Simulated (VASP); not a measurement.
# A VASP study of BiB (PBE): structure first, properties next

Wanted: the relaxed cell of BiB and its properties. The steps: first try, rough relaxation of the start cell, full relaxation (PBE), second relaxation, density, ELF and potential (PBE), bands along the symmetry lines (PBE), density of states (PBE) and band structure (PBE + SOC). The cell is invented: it takes the structure of a Materials Project entry for YAl (space group 221 there), with all of its atoms replaced by other elements, volume scaled by an estimate. It may not be a known or stable phase.

Program: VASP 6.6.1. Level of theory: PBE; plane waves and PAW (Bi_d, B), in the first sound run; inputs show where later runs differ. Results are calculated unless marked as measured.

The structure was built from a prototype and need not be the compound's stable phase.

### Step 1. Set-up

Before any relaxation, the start is as follows. It takes space group Pm-3m (No. 221, cubic). Conventional cell: a = 3.254 Å, b = 3.254 Å, c = 3.254 Å, α = 90.00°, β = 90.00°, γ = 90.00°. Nearest to Bi lie 8 B at 2.82 Å. B has 8 Bi at 2.82 Å nearest. It derives from YAl. It takes the structure of a Materials Project entry for YAl (space group 221 there), with all of its atoms replaced by other elements, volume scaled by an estimate. Farther neighbours are not listed.

### Step 2. First try

This run is made with a changed input; what comes of it follows.

Input file INCAR:

```
SYSTEM = BiB
PREC = Accurate
ENCUT = 420
EDIFF = 1E-06
NELM = 55
ISMEAR = -1
SIGMA = 0.05
LREAL = .FALSE.
ALGO = Normal
GGA = PE
NBANDS = 15
LORBIT = 11
LWAVE = .FALSE.
LCHARG = .FALSE.
IBRION = 2
NSW = 3
ISIF = 3
EDIFFG = -0.01
```

Input file POSCAR:

```
BiB
1.0
    3.2544900000      0.0000000000      0.0000000000
    0.0000000000      3.2544900000      0.0000000000
    0.0000000000      0.0000000000      3.2544900000
Bi B
1 1
Direct
    0.5000000000      0.5000000000      0.5000000000
    0.0000000000      0.0000000000      0.0000000000
```

Input file KPOINTS:

```
Automatic mesh
0
Gamma
7 7 7
0 0 0
```

PAW data sets: Bi_d and B (PBE family, release 64).

Run with:

```
$ mpirun -np 1 vasp_std
```

The log of the run:

```text
[banner, memory and clock lines left out]
running    1 mpi-ranks, on    1 nodes
 distrk:  each k-point on    1 cores,    1 groups
 distr:  one band on    1 cores,    1 groups

 POSCAR found type information on POSCAR BiB
 POSCAR found :  2 types and       2 ions
 LDA part: xc-table for (Slater+PW92), standard interpolation
 POSCAR, INCAR and KPOINTS ok, starting setup
 FFT: planning ... GRIDC
 FFT: planning ... GRID_SOFT
 FFT: planning ... GRID
 WAVECAR not read
 entering main loop
       N       E                     dE             d eps       ncg     rms          rms(c)
DAV:   1     0.114218240094E+03    0.11422E+03   -0.92166E+03   608   0.127E+03
DAV:   2    -0.108089760493E+01   -0.11530E+03   -0.11245E+03   663   0.312E+02
DAV:   3    -0.749000392327E+01   -0.64091E+01   -0.63669E+01   726   0.759E+01
DAV:   4    -0.762481091968E+01   -0.13481E+00   -0.13477E+00   796   0.117E+01
DAV:   5    -0.762838023008E+01   -0.35693E-02   -0.35692E-02   816   0.156E+00    0.221E+00
DAV:   6    -0.734956383731E+01    0.27882E+00   -0.73134E-01   822   0.644E+00    0.631E-01
DAV:   7    -0.734820493703E+01    0.13589E-02   -0.70045E-02   733   0.143E+00    0.353E-01
DAV:   8    -0.734675312664E+01    0.14518E-02   -0.37975E-03   733   0.772E-01    0.542E-02
DAV:   9    -0.734657998539E+01    0.17314E-03   -0.52031E-04   868   0.227E-01    0.219E-02
DAV:  10    -0.734657736713E+01    0.26183E-05   -0.80623E-05   755   0.911E-02    0.722E-03
DAV:  11    -0.734657734054E+01    0.26584E-07   -0.85406E-06   797   0.345E-02
   1 F= -.73465773E+01 E0= -.73386176E+01  d E =-.734658E+01
 curvature:   0.00 expect dE= 0.000E+00 dE for cont linesearch  0.000E+00
 trial: gam= 0.00000 g(F)=  0.000E+00 g(S)=  0.232E+00 ort = 0.000E+00 (trialstep = 0.100E+01)
 search vector abs. value=  0.232E+00
 bond charge predicted
       N       E                     dE             d eps       ncg     rms          rms(c)
DAV:   1    -0.101707286225E+02   -0.28242E+01   -0.83092E+01   747   0.174E+02    0.857E+00
DAV:   2    -0.785568067973E+01    0.23150E+01   -0.45652E+00   754   0.339E+01    0.365E+00
DAV:   3    -0.741634920795E+01    0.43933E+00   -0.19684E+00   883   0.199E+01    0.396E-01
DAV:   4    -0.741740858043E+01   -0.10594E-02   -0.29992E-02   635   0.152E+00    0.248E-01
DAV:   5    -0.741894831474E+01   -0.15397E-02   -0.10688E-02   769   0.124E+00    0.114E-01
DAV:   6    -0.741864334640E+01    0.30497E-03   -0.13270E-03   761   0.596E-01    0.330E-02
DAV:   7    -0.741862451612E+01    0.18830E-04   -0.21743E-04   684   0.116E-01    0.440E-03
DAV:   8    -0.741862527862E+01   -0.76250E-06   -0.60794E-06   739   0.270E-02
   2 F= -.74186253E+01 E0= -.74116383E+01  d E =-.720479E-01
 trial-energy change:   -0.072048  1 .order   -0.080810   -0.232118    0.070497
 step:   0.7330(harm=  0.7670)  dis= 0.00000  next Energy=    -7.428202 (dE=-0.816E-01)
 bond charge predicted
       N       E                     dE             d eps       ncg     rms          rms(c)
DAV:   1    -0.763017084056E+01   -0.21155E+00   -0.51029E+00   740   0.359E+01    0.236E+00
DAV:   2    -0.745681221897E+01    0.17336E+00   -0.30839E-01   740   0.958E+00    0.965E-01
DAV:   3    -0.742692880328E+01    0.29883E-01   -0.11231E-01   876   0.527E+00    0.909E-02
DAV:   4    -0.742719757711E+01   -0.26877E-03   -0.17022E-03   614   0.370E-01    0.629E-02
DAV:   5    -0.742751679039E+01   -0.31921E-03   -0.10094E-03   698   0.345E-01    0.253E-02
DAV:   6    -0.742750054794E+01    0.16242E-04   -0.56678E-05   769   0.117E-01    0.982E-03
DAV:   7    -0.742749393653E+01    0.66114E-05   -0.22032E-05   621   0.248E-02    0.110E-03
DAV:   8    -0.742749424111E+01   -0.30459E-06   -0.53814E-07   470   0.632E-03
   3 F= -.74274942E+01 E0= -.74193980E+01  d E =-.809169E-01
 curvature:  -0.38 expect dE=-0.249E-05 dE for cont linesearch -0.249E-05
 trial: gam=-0.00532 g(F)=  0.338E-62 g(S)=  0.664E-05 ort = 0.124E-02 (trialstep = 0.947E+00)
 search vector abs. value=  0.290E-09
 reached required accuracy - stopping structural energy minimisation
```

Wall time 5.6 s (1 MPI rank of Intel Xeon 6975P-C (Granite Rapids), shared host); peak memory 0.13 GiB.

The logs omit lines about the potential files and the build; timing stands in the text.

From OUTCAR (step 2):

```text
ion  position               nearest neighbor table
   1  0.500  0.500  0.500-   2 2.82   2 2.82   2 2.82   2 2.82   2 2.82   2 2.82   2 2.82   2 2.82

  LATTYP: Found a simple cubic cell.
 ALAT       =     3.2544900000

 Subroutine GETGRP returns: Found 48 space group operations
 (whereof 48 operations were pure point group operations)

The static configuration has the point symmetry O_h .

 Found     20 irreducible k-points:

   k-points           NKPTS =     20   k-points in BZ     NKDIM =     20   number of bands    NBANDS=     15

   dimension x,y,z NGX =    24 NGY =   24 NGZ =   24
   dimension x,y,z NGXF=    48 NGYF=   48 NGZF=   48

   ENCUT  =  420.0 eV  30.87 Ry    5.56 a.u.   5.44  5.44  5.44*2*pi/ulx,y,z

   NELECT =      18.0000    total number of electrons

 k-points in reciprocal lattice and weights: Automatic mesh
   0.00000000  0.00000000  0.00000000       0.003
   0.14285714  0.00000000  0.00000000       0.017
   0.28571429  0.00000000  0.00000000       0.017
   0.42857143  0.00000000  0.00000000       0.017
   0.14285714  0.14285714  0.00000000       0.035
   0.28571429  0.14285714  0.00000000       0.070
   0.42857143  0.14285714  0.00000000       0.070
   0.28571429  0.28571429  0.00000000       0.035
   0.42857143  0.28571429  0.00000000       0.070
[...]
0.42857143  0.42857143  0.28571429       0.070
   0.42857143  0.42857143  0.42857143       0.023

 average (electrostatic) potential at core
       1-103.2354       2 -25.9926

 E-fermi :   8.2663

 k-point     1 :       0.0000    0.0000    0.0000
  band No.  band energies     occupation
    ...
      6      -6.1031      2.00000
      7       5.3907      2.00000
      8       7.2768      2.00000
      9       7.2768      2.00000
     10       7.2768      2.00000
     11      13.6897      0.00000
     12      13.6897      0.00000
     13      15.6658      0.00000
     14      15.6658      0.00000
     15      15.6658      0.00000

 k-point     2 :       0.1429    0.0000    0.0000
  band No.  band energies     occupation
    ...
      6      -5.8490      2.00000
      7       4.0143      2.00000
      8       7.5642      2.00000
      9       7.5642      2.00000
     10       7.6932      1.99998
     11      13.8856      0.00000
     12      14.0049      0.00000
     13      15.0642      0.00000
     14      15.0642      0.00000
     15      15.9942      0.00000

 k-point     3 :       0.2857    0.0000    0.0000
  band No.  band energies     occupation
    ...
      3     -15.0324      2.00000
      4     -15.0324      2.00000
      5     -14.9877      2.00000
      6      -5.1216      2.00000
      7       1.6936      2.00000
      8       8.3802      0.18575
      9       8.3921      0.14945
     10       8.3921      0.14945
     11      12.5291      0.00000
     12      13.5327      0.00000
    ...

  Total        0.0095821      0.0095821      0.0095821      0.0000000     -0.0000000      0.0000000
  in kB        0.4056024      0.4056024      0.4056024      0.0000000     -0.0000000      0.0000000
  external PRESSURE =       0.4056024 kB  Pullay stress =       0.0000000 kB

  energy-cutoff  :      420.00
  volume of cell :       37.85
      direct lattice vectors                 reciprocal lattice vectors
     3.357553726  0.000000000  0.000000000     0.297835889 -0.000000000  0.000000000
     0.000000000  3.357553726 -0.000000000    -0.000000000  0.297835889 -0.000000000
    -0.000000000  0.000000000  3.357553726    -0.000000000  0.000000000  0.297835889

 POSITION                                       TOTAL-FORCE (eV/Angst)
 -----------------------------------------------------------------------------------
      1.67878      1.67878      1.67878        -0.000000     -0.000000      0.000000
      0.00000      0.00000      0.00000         0.000000      0.000000      0.000000
 -----------------------------------------------------------------------------------
    total drift:                                0.000000     -0.000000     -0.000000

  FREE ENERGIE OF THE ION-ELECTRON SYSTEM (eV)
  ---------------------------------------------------
  free  energy   TOTEN  =        -7.4274942411 eV

  energy  without entropy=       -7.4113017057  energy(sigma->0) =       -7.41939797

 reached required accuracy - stopping structural energy minimisation

 total charge
# of ion       s       p       d       tot
------------------------------------------
    1        1.568   1.199   9.960  12.727
    2        0.825   0.649   0.000   1.474
--------------------------------------------------
tot          2.393   1.848   9.960  14.201

[... 3 further parts left out ...]
```

CONTCAR:

```
BiB
   1.00000000000000
     3.3575537258195660    0.0000000000000000    0.0000000000000000
     0.0000000000000000    3.3575537258195660   -0.0000000000000000
    -0.0000000000000000    0.0000000000000000    3.3575537258195660
  Bi              B
     1     1
Direct
     0.5000000000000000    0.5000000000000000    0.5000000000000000
     0.0000000000000000    0.0000000000000000    0.0000000000000000
```

The run converged. In volume (within 0.3 %) and energy (within 2 meV an atom) it ends like the sound relaxation.

Settings moved from the usual: NELM = 55 and NSW = 3.

### Step 3. Rough relaxation of the start cell

The start is only an estimate, so a cheap relaxation brings it near a minimum before any careful run.

Input file INCAR:

```
SYSTEM = BiB
PREC = Normal
ENCUT = 420
EDIFF = 1E-05
NELM = 60
ISMEAR = -1
SIGMA = 0.05
LREAL = .FALSE.
ALGO = Fast
GGA = PE
NBANDS = 15
LORBIT = 11
LWAVE = .FALSE.
LCHARG = .FALSE.
IBRION = 2
NSW = 40
ISIF = 3
EDIFFG = -0.04
```

POSCAR is that of step 2.

Input file KPOINTS:

```
Automatic mesh
0
Gamma
5 5 5
0 0 0
```

Run with:

```
$ mpirun -np 1 vasp_std
```

The log of the run:

```text
[... set-up lines as in an earlier step ...]
 entering main loop
       N       E                     dE             d eps       ncg     rms          rms(c)
DAV:   1     0.112485815618E+03    0.11249E+03   -0.91586E+03   300   0.134E+03
DAV:   2    -0.137348261452E+01   -0.11386E+03   -0.11056E+03   335   0.313E+02
DAV:   3    -0.731530072480E+01   -0.59418E+01   -0.58850E+01   384   0.732E+01
DAV:   4    -0.743981675705E+01   -0.12452E+00   -0.12450E+00   351   0.116E+01
DAV:   5    -0.744420091675E+01   -0.43842E-02   -0.43841E-02   414   0.189E+00    0.227E+00
RMM:   6    -0.715715092501E+01    0.28705E+00   -0.25319E-01   306   0.395E+00    0.645E-01
RMM:   7    -0.715244373381E+01    0.47072E-02   -0.30667E-02   328   0.132E+00    0.354E-01
RMM:   8    -0.715110846010E+01    0.13353E-02   -0.63380E-03   326   0.101E+00    0.392E-02
RMM:   9    -0.715128419134E+01   -0.17573E-03   -0.24891E-03   363   0.425E-01    0.224E-02
RMM:  10    -0.715131224532E+01   -0.28054E-04   -0.37778E-04   352   0.224E-01    0.133E-02
RMM:  11    -0.715131894061E+01   -0.66953E-05   -0.90415E-05   314   0.829E-02
   1 F= -.71513189E+01 E0= -.71371171E+01  d E =-.715132E+01
 curvature:   0.00 expect dE= 0.000E+00 dE for cont linesearch  0.000E+00
 trial: gam= 0.00000 g(F)=  0.000E+00 g(S)=  0.228E+00 ort = 0.000E+00 (trialstep = 0.100E+01)
 search vector abs. value=  0.228E+00
 bond charge predicted
       N       E                     dE             d eps       ncg     rms          rms(c)
DAV:   1    -0.991272516976E+01   -0.27614E+01   -0.81750E+01   377   0.172E+02    0.844E+00
RMM:   2    -0.764958056606E+01    0.22631E+01   -0.41433E+00   325   0.284E+01    0.375E+00
RMM:   3    -0.720311977341E+01    0.44646E+00   -0.21549E+00   334   0.197E+01    0.324E-01
RMM:   4    -0.723718777938E+01   -0.34068E-01   -0.35995E-01   355   0.573E+00    0.453E-01
RMM:   5    -0.724088033075E+01   -0.36926E-02   -0.39061E-02   367   0.198E+00    0.421E-01
RMM:   6    -0.724123612884E+01   -0.35580E-03   -0.10700E-02   354   0.131E+00    0.496E-01
RMM:   7    -0.723745642572E+01    0.37797E-02   -0.78820E-03   315   0.132E+00    0.507E-01
RMM:   8    -0.723998568327E+01   -0.25293E-02   -0.20531E-03   302   0.622E-01    0.335E-01
RMM:   9    -0.724039244982E+01   -0.40677E-03   -0.54932E-04   333   0.271E-01    0.292E-01
RMM:  10    -0.724052442158E+01   -0.13197E-03   -0.93439E-05   341   0.117E-01    0.279E-01
RMM:  11    -0.724072979048E+01   -0.20537E-03   -0.53393E-05   275   0.698E-02    0.250E-01
RMM:  12    -0.724160934271E+01   -0.87955E-03   -0.12378E-03   377   0.188E-01    0.453E-02
RMM:  13    -0.724161783156E+01   -0.84888E-05   -0.62044E-05   286   0.776E-02
   2 F= -.72416178E+01 E0= -.72281406E+01  d E =-.902989E-01
[...]
3 F= -.72429712E+01 E0= -.72289728E+01  d E =-.916523E-01
[...]
4 F= -.72431196E+01 E0= -.72292662E+01  d E =-.918007E-01
[...]
5 F= -.72427376E+01 E0= -.72290892E+01  d E =-.914187E-01
[...]
6 F= -.72430240E+01 E0= -.72292816E+01  d E =-.917050E-01
 curvature:  -0.25 expect dE=-0.256E-03 dE for cont linesearch -0.256E-03
 ZBRENT: accuracy reached
 trial: gam= 0.00000 g(F)=  0.980E-64 g(S)=  0.101E-02 ort =-0.152E-01 (trialstep = 0.983E+00)
 search vector abs. value=  0.101E-02
 bond charge predicted
       N       E                     dE             d eps       ncg     rms          rms(c)
DAV:   1    -0.725560355672E+01   -0.12583E-01   -0.32947E-01   377   0.934E+00    0.583E-01
RMM:   2    -0.724469091972E+01    0.10913E-01   -0.17232E-02   322   0.184E+00    0.244E-01
RMM:   3    -0.724277738267E+01    0.19135E-02   -0.80520E-03   319   0.115E+00    0.262E-02
RMM:   4    -0.724290521810E+01   -0.12784E-03   -0.12316E-03   361   0.304E-01    0.249E-02
RMM:   5    -0.724292608244E+01   -0.20864E-04   -0.16557E-04   343   0.134E-01    0.181E-02
RMM:   6    -0.724293938478E+01   -0.13302E-04   -0.52042E-05   268   0.819E-02    0.130E-02
RMM:   7    -0.724294268186E+01   -0.32971E-05   -0.14497E-05   199   0.489E-02
   7 F= -.72429427E+01 E0= -.72289314E+01  d E =0.812768E-04
 trial-energy change:    0.000081  1 .order   -0.000242   -0.000994    0.000510
 step:   0.3565(harm=  0.6497)  dis= 0.00000  next Energy=    -7.243189 (dE=-0.165E-03)
 reached required accuracy - stopping structural energy minimisation
```

Run time: 3 s. Hardware: 1 MPI rank; peak memory 0.11 GiB.

OUTCAR, selected parts (step 3):

```text
The static configuration has the point symmetry O_h .

 Found     10 irreducible k-points:

   k-points           NKPTS =     10   k-points in BZ     NKDIM =     10   number of bands    NBANDS=     15

   dimension x,y,z NGX =    16 NGY =   16 NGZ =   16
   dimension x,y,z NGXF=    32 NGYF=   32 NGZF=   32

   NELECT =      18.0000    total number of electrons

 E-fermi :   7.8451

 k-point     1 :       0.0000    0.0000    0.0000
  band No.  band energies     occupation
    ...
      6      -6.1616      2.00000
      7       5.1827      2.00000
      8       7.1500      2.00000
      9       7.1500      2.00000
     10       7.1500      2.00000
     11      13.5203      0.00000
     12      13.5203      0.00000
     13      15.4045      0.00000
     14      15.4045      0.00000
     15      15.4045      0.00000

 k-point     2 :       0.2000    0.0000    0.0000
  band No.  band energies     occupation
    ...
      6      -5.6759      2.00000
      7       2.9616      2.00000
      8       7.7019      1.89211
      9       7.7019      1.89211
     10       7.7643      1.66859
     11      13.3202      0.00000
     12      13.9053      0.00000
     13      14.2873      0.00000
     14      14.2873      0.00000
     15      16.7591      0.00000

  Total        0.0606246      0.0606246      0.0606246     -0.0000000      0.0000000     -0.0000000
  in kB        2.5326039      2.5326039      2.5326039     -0.0000000      0.0000000     -0.0000000
  external PRESSURE =       2.5326039 kB  Pullay stress =       0.0000000 kB

  energy-cutoff  :      420.00
  volume of cell :       38.35
      direct lattice vectors                 reciprocal lattice vectors
     3.372334941 -0.000000000 -0.000000000     0.296530451  0.000000000  0.000000000
    -0.000000000  3.372334941  0.000000000     0.000000000  0.296530451  0.000000000
    -0.000000000 -0.000000000  3.372334941     0.000000000 -0.000000000  0.296530451

 POSITION                                       TOTAL-FORCE (eV/Angst)
 -----------------------------------------------------------------------------------
      1.68617      1.68617      1.68617        -0.000000     -0.000000      0.000000
      3.37233     -0.00000      3.37233         0.000000      0.000000      0.000000
 -----------------------------------------------------------------------------------
    total drift:                                0.000000      0.000000      0.000000

  FREE ENERGIE OF THE ION-ELECTRON SYSTEM (eV)
  ---------------------------------------------------
  free  energy   TOTEN  =        -7.2429426819 eV

  energy  without entropy=       -7.2149201872  energy(sigma->0) =       -7.22893143

 total charge
# of ion       s       p       d       tot
------------------------------------------
    1        1.572   1.192   9.956  12.720
    2        0.829   0.645   0.000   1.475
--------------------------------------------------
tot          2.401   1.838   9.956  14.195

[... 5 parts as in an earlier step ...]

[... 6 further parts left out ...]
```

CONTCAR:

```
BiB
   1.00000000000000
     3.3723349414962671   -0.0000000000000000   -0.0000000000000000
    -0.0000000000000000    3.3723349414962671    0.0000000000000000
    -0.0000000000000000   -0.0000000000000000    3.3723349414962671
  Bi              B
     1     1
Direct
     0.5000000000000000    0.5000000000000000    0.5000000000000000
     1.0000000000000000    0.0000000000000000    1.0000000000000000
```

The k-mesh is coarse for a metal. This relaxation is a rough one on cheap settings, only to bring the start near its minimum. After so large a change of volume the plane waves of the start cell no longer fit, so the final stress carries a basis-set error. The run keeps the 48 symmetry operations of its start, so it cannot find a distortion of lower symmetry.

Relaxation path:

```csv
step,energy less that of the first step (eV),largest force (eV/Å),pressure (GPa),volume (Å³)
1,0.0000,0.0000,8.25,34.47
2,-0.0903,0.0000,-1.11,39.09
3,-0.0917,0.0000,0.38,38.37
4,-0.0918,0.0000,0.34,38.55
5,-0.0914,0.0000,-0.36,38.82
6,-0.0917,0.0000,-0.49,38.68
7,-0.0916,0.0000,0.25,38.35
```

```csv
"conventional cell, symmetrised",before,after,change
a (Å),3.254,3.372,+3.6 %
b (Å),3.254,3.372,+3.6 %
c (Å),3.254,3.372,+3.6 %
volume (Å³/atom),17.24,19.18,+11.3 %
```

The relaxed structure:

```xyz
2
Lattice="3.3723 0.0000 0.0000 0.0000 3.3723 0.0000 0.0000 0.0000 3.3723" Properties=species:S:1:pos:R:3 pbc="T T T"
Bi    1.6862    1.6862    1.6862
B     0.0000    0.0000    0.0000
```

Numbers from this step:

```
electrons                              : 18
bands                                  : 15
irreducible k-points                   : 10
symmetry operations                    : 48
free energy (TOTEN)                    : -7.243 eV
energy at zero smearing                : -7.229 eV
Fermi energy                           : 7.845 eV
pressure                               : 0.2533 GPa
metallic, judged on the points sampled : yes
SCF cycles over all ionic steps        : 55
```

It ends with forces that vanish by symmetry and a pressure of 0.25 GPa.

(Continued in part 2 of 4.)

[Lines on the potential files, build, host, timing and source positions are cut from VASP's logs without a mark.]

[Logs are printed without paths, hosts, clocks, repeated set-up lines and the standing remarks that a program may print on its own settings, such as how far it seeks lower states.]

[Hosts, paths, dates, database ids (printed as entryN), source tags and the programs' standing remarks are cut or masked in the printed files.]

[A measured line is paired with the nearest computed mode of its activity, which favours agreement.]

[In band tables of VASP the shares of atoms and orbitals are scaled to a sum of 1 inside the atoms' spheres.]
